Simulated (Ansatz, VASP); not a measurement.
**Cross-check of TiC between VASP and Ansatz**

One calculation is typed for both programs; each brings its own data sets. How far apart do they land? The cell is taken from a series of runs on this material, whose earlier steps may have relaxed, scaled, displaced or heated it; both programs get it as it stands.

Method: plane waves, with VASP 6.6.1 beside it; zone-centre phonons at PBEsol, in Ansatz 0.2.0.

### 1. Starting point

It takes space group Fm-3m (No. 225, cubic). Conventional cell: a = 4.336 Å, b = 4.336 Å, c = 4.336 Å, α = 90.00°, β = 90.00°, γ = 90.00°. Nearest to Ti lie 6 C at 2.17 Å. Nearest to C lie 6 Ti at 2.17 Å. Farther neighbours are not listed.

### 2. Ansatz: zone-centre phonons, PBEsol

Ansatz runs on its default PAW (the set named soft_2) files.

Second derivatives magnify differences that forces hide, and they need a tight electronic threshold.

input.yaml

```yaml
crystal:
  lattice:
    - [0.0, 2.1678788773, 2.1678788773]
    - [2.1678788773, 0.0, 2.1678788773]
    - [2.1678788773, 2.1678788773, 0.0]
  atoms:
    - { symbol: Ti, position: [0.0, 0.0, 0.0] }
    - { symbol: C, position: [0.5, 0.5, 0.5] }
kpoints:
  mp_grid: { grid: [16, 16, 16] }
hamiltonian:
  xc: pbesol
scf:
  occupations: { method: methfessel_paxton, width: 0.2 }
output:
  eigenvalues: true
phonons:
  method: dfpt
  qmesh: [4, 4, 4]
  temperatures: { t_max: 1000, t_step: 50 }
  qpath:
    path:
      - [[0.0, 0.0, 0.0], [0.5, 0.0, 0.5], [0.625, 0.25, 0.625]]
      - [[0.375, 0.375, 0.75], [0.0, 0.0, 0.0], [0.5, 0.5, 0.5], [0.5, 0.25, 0.75], [0.5, 0.0, 0.5]]
    npoints: 10
```

Started as:

```console
> ansatz run input.yaml --threads 8 --pin off --max-ram 30720MiB --backend cpu --events-out ev --progress --plain --runs-dir out
```

Numbers of over 12 decimals in the logs are rounded to 6 here.

Log:

```text
Engine: ansatz 0.2.0, aarch64-unknown-linux-gnu
Pseudopotentials: kind: paw
Pseudopotential: Ti, paw, valence charge 12, recommended cutoff 420 eV (normal), Ti.paw.azcp
Pseudopotential: C, paw, valence charge 4, recommended cutoff 420 eV (normal), C.paw.azcp
Functional definition: PBEsol
  exchange = pbesol_x
  correlation = pbesol_c
Crystal: 2 atoms, lattice volume = 20.377 Å³
Basis set: ecut = 420 eV, 411 PW (Γ), exchange–correlation on 48×48×48 points (8 copies of the dense FFT grid, shifted against one another)
Bands: 12, of which v1, the nominal top of the filled ones, is band 8 counted from 1 (7 counted from 0)
Symmetry: 48 space group operations
k-points: 145 of 4096
Non-local potential: Ti, projectors of the file, l = 0: 3, l = 1: 2, l = 2: 3, l = 3: 1
Non-local potential: C, projectors of the file, l = 0: 2, l = 1: 2, l = 2: 1
PAW form: soft (Blöchl's): semilocal exchange-correlation on the pseudo side does not see the compensation charge
PAW frozen core: Ti, regenerated for the run's functional, and the local potential with it (the file was generated under x = pbe(κ = 0.804, μ = 0.219515), c = pbe(β = 0.066725))
PAW frozen core: C, regenerated for the run's functional, and the local potential with it (the file was generated under x = pbe(κ = 0.804, μ = 0.219515), c = pbe(β = 0.066725))
PAW one-centre angular grid: Ti, 590 points (default); XC on 64 Gauss nodes
PAW one-centre angular grid: C, 110 points (default); XC on 64 Gauss nodes
Initial density: superposition of atomic densities (neutral atoms: chi_scale 0, normalization atom), corrected by the library's trained network
Initial wavefunctions: pseudopotential atomic-orbital guess
Functional: x = pbesol(κ = 0.804, μ = 0.123457), c = pbesol(β = 0.046)
SCF iter   1: F=—  HF=-2722.410828 eV  |F-HF|=—  |Δ(HF+E_count)|=         —  Δρ=1.03e-2  dr2=2.47e-2  ethr=1.77e-3  ⟨swp⟩=4.3  Hψ=8444  notcnv=0
preconditioner: auto → none  [metal: Δε(μ)=0.023 eV  Ē_g=7.830 eV  σ=0.200 eV  W_gap=0.10  n_scr=8 (ndim 8)  ℏωp=23.3 eV  f_vac=0.000  D(μ)=0.34/eV (n_scr^D=0)  sad-step TF]
SCF iter   2: F=—  HF=-2722.407126 eV  |F-HF|=—  |Δ(HF+E_count)|=   3.70e-3  S|Δr|=    0.00e0  Δρ=6.85e-3  dr2=1.20e-2  ethr=1.55e-4  ⟨swp⟩=1.0  Hψ=2900  notcnv=0
SCF iter   3: F=—  HF=-2722.404762 eV  |F-HF|=—  |Δ(HF+E_count)|=   2.36e-3  S|Δr|=    0.00e0  Δρ=6.09e-4  dr2=4.76e-5  ethr=7.51e-5  ⟨swp⟩=2.1  Hψ=2127  notcnv=0
SCF iter   4: F=—  HF=-2722.404747 eV  |F-HF|=—  |Δ(HF+E_count)|=   1.44e-5  S|Δr|=    0.00e0  Δρ=1.12e-4  dr2=1.12e-6  ethr=2.97e-7  ⟨swp⟩=3.0  Hψ=2920  notcnv=0
SCF iter   5: F=—  HF=-2722.404748 eV  |F-HF|=—  |Δ(HF+E_count)|=   3.24e-7  S|Δr|=    0.00e0  Δρ=6.55e-6  dr2=9.35e-9  ethr=6.99e-9  ⟨swp⟩=2.2  Hψ=2149  notcnv=0
SCF iter   6: F=—  HF=-2722.404748 eV  |F-HF|=—  |Δ(HF+E_count)|=   1.79e-9  S|Δr|=    0.00e0  Δρ=5.47e-7  dr2=2.87e-11  ethr=5.84e-11  ⟨swp⟩=2.0  Hψ=2293  notcnv=0
SCF iter   7: F=-2722.404748 eV  HF=-2722.404748 eV  |F-HF|=0.00e0  |Δ(HF+E_count)|=  6.37e-12  S|Δr|=    0.00e0  Δρ=5.89e-8  dr2=2.91e-13  ethr=1.00e-12  ⟨swp⟩=4.9  Hψ=6068  notcnv=0
the search or the solves at the SCF's close seem to have found levels that the self-consistency loop had missed (the run counts 1). By its estimate they hold under 1e-12 electrons; where the run keeps them, the occupations were computed again with them
SCF 1 converged in 7 iterations: F = -2722.404748 eV  dr2 = 2.91e-13
  greatest PAW one-centre occupation: 0.999 electrons in one spin orbital (limit 2), on the Ti atom at site 0 (counted from 0), in its partial waves of l = 0
Initial density: read from a saved state, or passed on in memory by an earlier SCF of this step, an earlier step, the calling program or the single point that the run made first
iter 1 solved again at ethr=4.05e-10 eV; its pass at ethr=3.10e-3 eV (dr2=6.47e-8 eV) is discarded
SCF iter   1: F=—  HF=-2722.404748 eV  |F-HF|=—  |Δ(HF+E_count)|=         —  Δρ=6.54e-8  dr2=3.68e-13  ethr=4.05e-10  ⟨swp⟩=3.1  Hψ=13628  notcnv=0
preconditioner: auto → none  [metal: Δε(μ)=0.013 eV  Ē_g=7.864 eV  σ=0.200 eV  W_gap=0.06  n_scr=8 (ndim 8)  ℏωp=23.3 eV  f_vac=0.000  D(μ)=0.34/eV (n_scr^D=0)]
SCF iter   2: F=-2722.404748 eV  HF=-2722.404748 eV  |F-HF|=4.55e-13  |Δ(HF+E_count)|=  1.15e-10  S|Δr|=    0.00e0  Δρ=2.61e-8  dr2=7.46e-14  ethr=1.00e-12  ⟨swp⟩=3.1  Hψ=4183  notcnv=0
SCF 2 converged in 2 iterations: F = -2722.404748 eV  dr2 = 7.46e-14
phonons: the bands overlap, so this run is a metal and interpolates without the dipole-dipole term. If the crystal is really an insulator or semiconductor, its LO-TO splitting is missing
NSCF: frozen V_eff on 145 k-points
NSCF: frozen V_eff on 349 k-points
DFPT response loops at q = (0, 0, 0) (fractional): preconditioner auto → Kerker (q_TF=auto, 2.621 Å⁻¹) (partly filled bands, converged f_vac=0.000); β = 1.00, the filter's whole step (`scf.mixing.beta` (0.50) is not read by the response loops under this deck's `scf.mixing.preconditioner`; to damp them name `kerker` or `kerker_dos`, under which they read `scf.mixing.beta`, and type it under 1.00, their step now; both keys bind the ground state too); Broyden in place of MSR1
NSCF: frozen V_eff on 4352 k-points
DFPT response loops at q = (0, 0, 0.25) (fractional): mixed as the last ones told, above
NSCF: frozen V_eff on 2196 k-points
DFPT response loops at q = (0, 0, -0.5) (fractional): mixed as the last ones told, above
NSCF: frozen V_eff on 2320 k-points
DFPT response loops at q = (0, 0.25, 0.25) (fractional): mixed as the last ones told, above
NSCF: frozen V_eff on 8192 k-points
DFPT response loops at q = (0, 0.25, -0.5) (fractional): mixed as the last ones told, above
NSCF: frozen V_eff on 4352 k-points
DFPT response loops at q = (0, 0.25, -0.25) (fractional): mixed as the last ones told, above
NSCF: frozen V_eff on 1242 k-points
DFPT response loops at q = (0, -0.5, -0.5) (fractional): mixed as the last ones told, above
NSCF: frozen V_eff on 2320 k-points
DFPT response loops at q = (0.25, -0.5, -0.25) (fractional): mixed as the last ones told, above
SCF converged after 7 iterations
Stability not checked: this state was not tested for a lower state beside it, because cold or Methfessel-Paxton smearing, or corrected tetrahedra, fill the levels in a way that the test cannot read (fill_not_monotonic; see scf.lower_state_search)
Free energy (F): -2722.404748 eV
Harris-Foulkes:  -2722.404748 eV  (|F-HF|=0.00e0)
Internal energy: -2722.404305 eV  (E = F + TS)
E sigma→0 (E₀):  -2722.404637 eV
Entropy (-TS):   -0.000443 eV (-0.221 meV/atom)
Fermi energy:    14.521229 eV
Step filling:    the computed levels leave a gap of 0.0019 eV = 0.0 smearing widths at the electron count; against every level under it full and every level over it empty, smearing changes F+E_penalty+E_count by -0.667 meV and its σ→0 estimate by -0.557 meV
--- Per-component energies (eV) ---
  E_band       = -112.095629
  E_kinetic    = 361.350033
  E_local      = -777.246706  (includes V_loc(G=0)·N_el)
  E_nonlocal   = 33.203551
  E_hartree    = 314.321526
  E_xc         = -146.162977
  E_vxc        = -183.208064  (∫ρ·V_xc dr)
  E_paw        = -1116.154652  (= ΣΔE_a)
  E_vpaw       = -174.837650  (= ΣTr[D̂ρ^β])
  E_aug_tail   = 0.000146  (compensation charges beyond the density's cutoff)
  E_ewald      = -1391.875709
  E_core_change = 0.160485  (= ΣΔE_core)
  E_smearing   = -0.000443  (= −TS)
  E_closure    = 0.000000  (closes the sum)
  Σ components = -2722.404748   (vs F -2722.404748, Δ=0.00e0)
--- Band table (eV; the first three rows and the last of 145) ---
  k-point 0: bands = [... 4 lower, 2.1682, 15.1986, 15.1986, 15.1986, 16.2267, 16.2267, 16.2267, 16.2632]
  k-point 1: bands = [... 4 lower, 2.2573, 14.7623, 15.0071, 15.0071, 15.5587, 15.5587, 16.4577, 17.2526]
  k-point 2: bands = [... 4 lower, 2.5193, 13.8894, 14.2529, 14.2529, 15.6262, 15.6262, 16.7806, 18.3176]
  k-point 144: bands = [... 4 lower, 5.0796, 11.3717, 11.3717, 11.8294, 17.3184, 17.3184, 18.0583, 19.6886]
--- Phonons (Γ-DFPT): 2 representative perturbations + reference (Σ response iterations 6) ---
  ASR residual: 1.434e-5 → 0.000e0 eV/Å²; symmetrization residual: 1.482e-7 eV/Å²
  ASR residual per site (eV/Å²): 1.43e-5 1.04e-5
  Γ frequencies (cm⁻¹): 0.00 0.00 0.00 512.45 512.45 512.45
--- Phonons (arbitrary-q DFPT): 8 irreducible q on the 4×4×4 mesh ---
  q = [0.0000, 0.0000, 0.0000] (star 1, of the zone-centre solve; hermiticity 3.20e-8, symmetrization 1.97e-13): -0.00 0.00 0.00 512.45 512.45 512.45
  q = [0.0000, 0.0000, 0.2500] (star 8, 2 solved perturbations on 2176 of 4096 k-point pairs; hermiticity 7.60e-8, symmetrization 1.00e-13): 182.41 182.41 299.46 530.23 530.23 643.15
  q = [0.0000, 0.0000, -0.5000] (star 4, 2 solved perturbations on 1098 of 4096 k-point pairs; hermiticity 1.19e-14, symmetrization 9.98e-14): 253.22 253.22 443.07 560.30 560.30 708.50
  q = [0.0000, 0.2500, 0.2500] (star 6, 4 solved perturbations in 3616 linear systems a pass and spin channel, the states on 1160 of 4096 k-point pairs; hermiticity 3.78e-8, symmetrization 1.58e-13): 205.25 205.25 287.87 500.83 500.83 639.89
  q = [0.0000, 0.2500, -0.5000] (star 24, 4 solved perturbations in 12544 linear systems a pass and spin channel, the states on 4096 of 4096 k-point pairs; hermiticity 1.13e-7, symmetrization 1.66e-13): 271.91 295.97 379.65 536.14 585.63 643.96
  q = [0.0000, 0.2500, -0.2500] (star 12, 4 solved perturbations in 6672 linear systems a pass and spin channel, the states on 2176 of 4096 k-point pairs; hermiticity 7.94e-8, symmetrization 1.99e-13): 240.65 271.25 383.41 546.52 577.90 674.32
  q = [0.0000, -0.5000, -0.5000] (star 3, 4 solved perturbations in 1940 linear systems a pass and spin channel, the states on 621 of 4096 k-point pairs; hermiticity 1.24e-7, symmetrization 6.81e-14): 283.71 283.71 349.33 510.26 510.26 578.22
  q = [0.2500, -0.5000, -0.2500] (star 6, 4 solved perturbations in 3498 linear systems a pass and spin channel, the states on 1160 of 4096 k-point pairs; hermiticity 1.20e-7, symmetrization 9.44e-14): 321.19 321.19 341.72 564.16 564.16 632.24
  sum rule: each row above includes the acoustic sum rule's correction from the zone centre's row sums; it moved no ω² by more than (0.49 cm⁻¹)²
  mesh force constants: q→R imaginary residual 5.02e-19; ASR residual 1.434e-5 → 0.000e0 eV/Å²; symmetrization residual 1.776e-14 eV/Å²
  interpolated dispersion: 62 rows × 6 modes
  density of states and harmonic sums: on the 24×24×24 q-mesh, interpolated from the force constants of a 4×4×4 supercell (no non-analytic term)
  largest difference from the sums on the solved wave vectors: F 8.65e-3 eV, S 1.27e-5 and C_V 4.02e-6 eV/K
  zero-point energy: 0.162067 eV/cell   skipped modes (ω ≤ 0): 3   left out of the sums: 3.62e-5 of the cell's modes: C_V's classical limit lies that fraction below 3 k_B per atom; for a crystal, a wire or a layer, F and S can be off by more, and a phonons.interpolated_qmesh denser along its periods is the remedy for the sampling
```

(Part 1 of 2 ends here.)

[Lines on the potential files, build, host, timing and source positions are cut from VASP's logs without a mark.]

[Logs are printed without paths, hosts, clocks, repeated set-up lines and the standing remarks that a program may print on its own settings, such as how far it seeks lower states.]

[Hosts, paths, dates, database ids (printed as entryN), source tags and the programs' standing remarks are cut or masked in the printed files.]
